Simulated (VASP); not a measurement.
All values below come from PBE GGA with D3 dispersion (zero damping), VASP's PBE PAW potentials (set 64) (plane waves; VASP).

A VASP calculation is set up with these files.

**POSCAR**
```
Na
1
   -2.0824669938     2.0824669938     2.0824669938
    2.0824669938    -2.0824669938     2.0824669938
    2.0824669938     2.0824669938    -2.0824669938
Na
1
Direct
  0.0000000000   0.0000000000   0.0000000000
```

### INCAR
```
SYSTEM=Na
PREC=Accurate; ENCUT=520; LREAL=.False.
LASPH=.True.
EDIFF=1E-7; NELM=100; ALGO=Normal
ISMEAR=-5
GGA=PE; IVDW=11
ISIF=2
LWAVE=.False.; LCHARG=.True.; LORBIT=11
NEDOS=601
```

**KPOINTS**
```
Automatic mesh
0
Gamma
14 14 14
0 0 0
```

POTCAR, in this order: Na_pv (PBE.64 set). Program: vasp_std.

**Question.** What does the run give for the energy per atom (σ→0), dispersion energy, band gap (on the k-mesh)?

**Answer.** 
```
Property                                                     Value
------------------------  ----------------------------------------
energy per atom (σ→0)                       -141.8 kJ/mol of atoms
dispersion energy                                        -0.159 eV
band gap (on the k-mesh)  none (metal, semimetal or under 0.01 eV)
```

### OSZICAR
```
...
DAV:   4    -0.131123791846E+01   -0.34748E-02   -0.34747E-02  1876   0.233E+00
DAV:   5    -0.131127681129E+01   -0.38893E-04   -0.38893E-04  1848   0.208E-01    0.206E-01
DAV:   6    -0.131082448765E+01    0.45232E-03   -0.54844E-04  1687   0.374E-01    0.138E-01
DAV:   7    -0.131051193323E+01    0.31255E-03   -0.11127E-03  1659   0.450E-01    0.161E-02
DAV:   8    -0.131050513141E+01    0.68018E-05   -0.47525E-05  1834   0.156E-01    0.216E-03
DAV:   9    -0.131050527674E+01   -0.14533E-06   -0.19205E-07  1617   0.574E-03    0.982E-04
DAV:  10    -0.131050518925E+01    0.87492E-07   -0.60862E-08  1547   0.360E-03
   1 F= -.14692956E+01 E0= -.14692956E+01  d E =0.000000E+00
```

The compound is Na in the bcc structure. It was relaxed first, which changed the volume by -7 %.
